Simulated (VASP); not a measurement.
GeSb2Te4:

```
Ge Sb Te
1.0
    -3.01049    3.01049    6.42402
     3.01049   -3.01049    6.42402
     3.01049    3.01049   -6.42402
Ge Sb Te
1 2 4
Direct
  0.50000 0.50000 0.00000
  0.75000 0.25000 0.50000
  0.25000 0.75000 0.50000
  0.35562 0.35562 0.46282
  0.89280 0.89280 0.53718
  0.10720 0.64438 0.00000
  0.64438 0.10720 0.00000
```

The cell was built by a generator and needn't be a form met in nature.

| Quantity | Value |
| --- | --- |
| Program | VASP 6.6.1 |
| Task | relaxation of cell and atoms |
| Functional | PBE |
| Potentials or basis | VASP PAW PBE potentials, release 64 (Ge_d, Sb, Te) |
| Cutoff | 520 eV |
| k mesh | 3 × 3 × 3 |
| Occupations | gaussian, width 0.15 eV |
| Spin | no spin polarisation |

At the start: pressure 13.8 GPa; volume 33.27 Å³/atom.

How do energy, volume and symmetry change on relaxing?

Over 10 steps the energy falls by 411.0 meV/atom and the volume is 41.95 Å³/atom (+26.1 %); space group I-42m (No. 121, to 0.05 Å).

Step by step:
```csv
step,energy change (eV),largest force (eV/Å),pressure (GPa),volume (Å³)
1,0.0000,2.5790,13.84,232.89
2,-2.2316,0.5426,-3.29,343.80
3,-2.7777,0.4136,-0.28,301.02
4,-2.7769,0.4334,0.11,299.54
5,-2.8053,0.3707,-0.01,298.16
6,-2.8617,0.1874,0.07,294.02
7,-2.8324,0.2784,0.66,285.85
8,-2.8731,0.1033,0.32,291.10
9,-2.8728,0.0454,-0.21,297.54
10,-2.8772,0.0536,0.15,293.68
```

Final structure:
```
Ge Sb Te
1.0
    -3.26130    3.26130    6.90298
     3.26130   -3.26130    6.90298
     3.26130    3.26130   -6.90298
Ge Sb Te
1 2 4
Direct
  0.50000 0.50000 0.00000
  0.75000 0.25000 0.50000
  0.25000 0.75000 0.50000
  0.34587 0.34587 0.46971
  0.87616 0.87616 0.53029
  0.12384 0.65413 0.00000
  0.65413 0.12384 0.00000
```

Caveat: the k mesh is coarse (spacing up to 0.49 Å⁻¹), so the values aren't converged; the volume moved by over 15 % at a fixed basis, so the end points are rough.
